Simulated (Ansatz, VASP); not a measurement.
# One calculation of ZrBiN, two programs

```xyz
6
Lattice="4.1332 0.0000 0.0000 0.0000 4.1332 0.0000 0.0000 0.0000 6.8535" Properties=species:S:1:pos:R:3 pbc="T T T"
Zr    2.0666    0.0000    0.7463
Zr    0.0000    2.0666    6.1073
Bi    2.0666    0.0000    3.9183
Bi    0.0000    2.0666    2.9353
N     0.0000    0.0000    0.0000
N     2.0666    2.0666    0.0000
```

Alike in both runs: functional r2SCAN; k mesh 4 × 4 × 4; occupations gaussian, width 0.1 eV; no spin polarisation.

Ansatz relaxed the structure, and its values are those at the end. VASP's run is a single point on that final structure, the one shown.

|  | VASP | Ansatz |
| --- | --- | --- |
| version | VASP 6.6.1 | Ansatz 0.2.0 |
| potentials or method | VASP PAW PBE potentials, release 64 (Zr_sv, Bi_d, N) | scalar-relativistic, plane waves, PAW |
| plane-wave cutoff (eV) | 520 | 500 |
| valence electrons in the cell | 64 | 64 |

```tsv
	VASP	Ansatz	Ansatz less VASP
gap on the k mesh at the Fermi level (eV)	none	none	-
pressure (GPa)	0.2	0.1	-0.09
rms of the force components (eV/Å)	0.010	0.001	-0.0086
```

A gap of «none» marks a metal or a gap that the smearing closes.

Caveats: the k mesh is coarse (spacing up to 0.38 Å⁻¹), so the values aren't converged; the PAW data sets were made with another functional, which shifts forces and pressure a little (VASP); spin-orbit coupling is left out, which moves the levels of the heavy elements.
